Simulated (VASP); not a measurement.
A cell of HfC (rock salt) near equilibrium:

```yaml
crystal:
  lattice:
    - [0.00000, 2.30294, 2.30294]
    - [2.30294, 0.00000, 2.30294]
    - [2.30294, 2.30294, 0.00000]
  atoms:
    - { symbol: Hf, position: [0.00000, 0.00000, 0.00000] }
    - { symbol: C, position: [0.50000, 0.50000, 0.50000] }
```

These are PBEsol GGA, VASP's PBE PAW potentials (set 64) (plane waves; VASP) values and carry that method's errors.

```
run               ΔE (meV/atom)    σxx    σyy     σzz  largest shear component, with its sign (GPa)  largest force (eV/Å)
----------------  -------------  -----  -----  ------  --------------------------------------------  --------------------
as it is                    0.0  -0.15  -0.15   -0.15                                          0.00                 0.000
after one change           17.2  -3.06  -3.06  -14.39                                          0.00                 0.000
```
Stress is in GPa, positive when the cell is compressed.

**Question.** Which change was made?
A) atom 2 (C) moved by -0.150 Å along x
B) uniaxial strain of +3.0 % along z
C) atom 2 (C) moved by -0.200 Å along y
D) atom 2 (C) moved by -0.025 Å along z

**Answer.** B, uniaxial strain of +3.0 % along z

The compound is HfC in the rock salt structure.
